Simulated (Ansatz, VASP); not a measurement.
# NiHO2 (NiHO2 monolayer) in two plane-wave programs, part 3 of 3

One calculation is typed for both programs; each brings its own data sets. How far apart do they land? The cell is taken from a series of runs on this material, whose earlier steps may have relaxed, scaled, displaced or heated it; both programs get it as it stands.

VASP 6.6.1 and Ansatz 0.2.0.

So far: Starting point; Ansatz: single point, PBEsol, DFT+U, pair 1; VASP: single point, PBEsol, DFT+U, pair 1; Differences; Ansatz: single point, PBEsol, DFT+U, pair 2.

## Step 6: VASP: single point, PBEsol, DFT+U, pair 2

Level of this step: PBEsol, DFT+U (Ni d 1.2 eV), spin-polarised from a ferromagnetic start; plane waves and PAW (Ni, O, H) (VASP).

The same cell, functional, mesh and smearing now go to VASP, with its own data sets.

Input file INCAR:

```
SYSTEM = NiHO2
PREC = Accurate
ENCUT = 520
EDIFF = 1E-06
NELM = 200
ISMEAR = -1
SIGMA = 0.05
LREAL = .FALSE.
ALGO = Normal
GGA = PS
NBANDS = 54
ISPIN = 2
MAGMOM = 0.85 0.85 0.85 0.04 0.04 0.04 0.03 0.03 0.03 0 0 0
LDAU = .TRUE.
LDAUTYPE = 2
LDAUL = 2 -1 -1
LDAUU = 1.2 0 0
LDAUJ = 0 0 0
LDAUPRINT = 1
LASPH = .TRUE.
LMAXMIX = 4
LORBIT = 11
LWAVE = .FALSE.
LCHARG = .FALSE.
ISIF = 2
GGA_COMPAT = .FALSE.
KPAR = 2
```

Input file POSCAR:

```
NiHO2
1.0
   -0.0000005000      5.1590157610      0.0000000000
   -4.4678394570      7.7385232080      0.0000000000
    0.0000000000      0.0000000000     17.9903920000
Ni O H
3 6 3
Direct
    0.6666670000      0.6666663333      0.4720140000
    0.6666670000      0.9999996667      0.4720140000
    0.6666670000      0.3333330000      0.4720140000
    0.0000003333      0.3333330000      0.4168890000
    0.0000003333      0.6666663333      0.4168890000
    0.0000003333      0.9999996667      0.4168890000
    0.3333336667      0.9999996667      0.5284540000
    0.3333336667      0.3333330000      0.5284540000
    0.3333336667      0.6666663333      0.5284540000
    0.3333336667      0.9999996667      0.5831110000
    0.3333336667      0.3333330000      0.5831110000
    0.3333336667      0.6666663333      0.5831110000
```

Input file KPOINTS:

```
Automatic mesh
0
Gamma
15 15 1
0 0 0
```

PAW data sets: Ni, O and H (PBE family, release 64).

Started as:

```bash
$ mpirun -np 2 vasp_std
```

Numbers of over 12 decimals in the logs are rounded to 6 here.

The log of the run:

```text
[banner, memory and clock lines left out]
running    2 mpi-ranks, on    1 nodes
[...]
[... a notice as in an earlier step ...]

 LDA part: xc-table for (Slater+PW92), standard interpolation
 POSCAR, INCAR and KPOINTS ok, starting setup
[...]
entering main loop
       N       E                     dE             d eps       ncg     rms          rms(c)
DAV:   1     0.628689730929E+03    0.62869E+03   -0.27727E+04  5832   0.108E+03
DAV:   2     0.417377328571E+02   -0.58695E+03   -0.52859E+03  6964   0.279E+02
DAV:   3    -0.775806620793E+02   -0.11932E+03   -0.11676E+03  6956   0.140E+02
DAV:   4    -0.815882193220E+02   -0.40076E+01   -0.39856E+01  6808   0.318E+01
[...]
DAV:  29    -0.653652137031E+02   -0.21659E-05   -0.32459E-08  4770   0.824E-04    0.287E-04
DAV:  30    -0.653652155534E+02   -0.18504E-05   -0.23988E-08  4484   0.615E-04    0.135E-04
DAV:  31    -0.653652160888E+02   -0.53536E-06   -0.52029E-09  4722   0.532E-04
   1 F= -.65365216E+02 E0= -.65346200E+02  d E =-.380331E-01  mag=     3.0000
```

Parts of OUTCAR (step 6):

```text
  Total       -6.8223997     -6.8223997     -6.6861871     -0.0000000     -0.0000000     -0.0000000
  in kB      -26.3598403    -26.3598403    -25.8335531     -0.0000000     -0.0000000     -0.0000000
  external PRESSURE =     -26.1844112 kB  Pullay stress =       0.0000000 kB

 POSITION                                       TOTAL-FORCE (eV/Angst)
 -----------------------------------------------------------------------------------
     -2.97856      8.59836      8.49172        -0.000000      0.000000     -1.741925
     -4.46784     11.17787      8.49172        -0.000000      0.000000     -1.741925
     -1.48928      6.01885      8.49172        -0.000000      0.000000     -1.741925
     -1.48928      2.57951      7.50000         0.000000     -0.000000      1.795502
     -2.97856      5.15901      7.50000         0.000000     -0.000000      1.795502
     -4.46784      7.73852      7.50000         0.000000      0.000000      1.795502
     -4.46784      9.45819      9.50709         0.000000     -0.000000      0.199109
     -1.48928      4.29918      9.50709         0.000000     -0.000000      0.199109
     -2.97856      6.87869      9.50709        -0.000000     -0.000000      0.199109
     -4.46784      9.45819     10.49040        -0.000000      0.000000     -0.252687
     -1.48928      4.29918     10.49040        -0.000000      0.000000     -0.252687
     -2.97856      6.87869     10.49040        -0.000000      0.000000     -0.252687
 -----------------------------------------------------------------------------------
    total drift:                               -0.010564      0.006099     -0.001760

  FREE ENERGIE OF THE ION-ELECTRON SYSTEM (eV)
  ---------------------------------------------------
  free  energy   TOTEN  =       -65.3652160888 eV

  energy  without entropy=      -65.3271829515  energy(sigma->0) =      -65.34619952

 magnetization (x)
# of ion       s       p       d       tot
------------------------------------------
    1        0.000   0.003   0.852   0.856
    2        0.000   0.003   0.852   0.856
    3        0.000   0.003   0.852   0.856
    4        0.006   0.037   0.000   0.043
    5        0.006   0.037   0.000   0.043
    6        0.006   0.037   0.000   0.043
    7        0.020   0.030   0.000   0.050
    8        0.020   0.030   0.000   0.050
    9        0.020   0.030   0.000   0.050
   10        0.006   0.001   0.000   0.006
   11        0.006   0.001   0.000   0.006
   12        0.006   0.001   0.000   0.006
--------------------------------------------------
tot          0.094   0.213   2.557   2.863

[... 3 further parts left out ...]
[key lines of the parts left out:]
E-fermi :  -2.7045
```

## Step 7: Comparison

What differs besides the data sets and the points named for the pairs above, as far as they apply: the data sets hold 93 valence electrons in Ansatz (on its default PAW (the set named soft_2) files) and 69 in VASP. Total energies have different zeros and are not compared.

Both answers:

| quantity | Ansatz | VASP | difference |
| --- | --- | --- | --- |
| total moment (μB) | 3.00 | 3.00 | 0.00 |
| moment on Ni1 (μB) | 0.85 | 0.86 | 0.00 |
| moment on Ni2 (μB) | 0.85 | 0.86 | 0.00 |
| moment on Ni3 (μB) | 0.85 | 0.86 | 0.00 |

With vacuum in the cell, a pressure given here is an average over mostly empty space and none of the material.

## Step 8: Summary of results

```yaml
difference_in_total_moment_single_point_pbesol_dft_u_pair_1: 0.32 μB
difference_in_total_moment_single_point_pbesol_dft_u_pair_2: 0 μB
```

The difference in total moment is 0.32 μB (single point, PBEsol, DFT+U, pair 1). The data sets hold unlike numbers of valence electrons (93 in Ansatz and 69 in VASP), so part of the differences comes from the potentials. The runs of the single point, PBEsol, DFT+U, pair 1 pair ended with unlike moments, so it says little about numerical agreement. What causes the difference of the single point, PBEsol, DFT+U, pair 1 pair stays open here. How closely two codes agree says nothing of how well the functional describes the real material.

[Lines on the potential files, build, host, timing and source positions are cut from VASP's logs without a mark.]

[Logs are printed without paths, hosts, clocks, repeated set-up lines and the standing remarks that a program may print on its own settings, such as how far it seeks lower states.]

[Hosts, paths, dates, database ids (printed as entryN), source tags and the programs' standing remarks are cut or masked in the printed files.]
